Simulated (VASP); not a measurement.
Input:

```xyz
2
Lattice="0.0000 2.2030 2.2030 2.2030 0.0000 2.2030 2.2030 2.2030 0.0000" Properties=species:S:1:pos:R:3 pbc="T T T"
Al     0.0000     0.0000     0.0000
N      1.1015     1.1015     1.1015
```

All values below come from MS2 meta-GGA, VASP's PBE PAW potentials (set 64) (plane waves; VASP). Numerical set-up: 520 eV cut-off, 10×10×10 Γ-centred mesh, Gaussian smearing of 0.050 eV, potentials Al N.

Question: Give the stress tensor in GPa (positive for a compressed cell).

Answer: 
```
-5.90   0.00   0.00
 0.00  -5.90   0.00
 0.00   0.00  -5.90
```
The pressure is its mean diagonal, -5.90 GPa.

The compound is AlN in the zinc blende structure, a metastable form; wurtzite is the usual one. This cell is one point of a volume scan, at 1.03 of the reference volume.
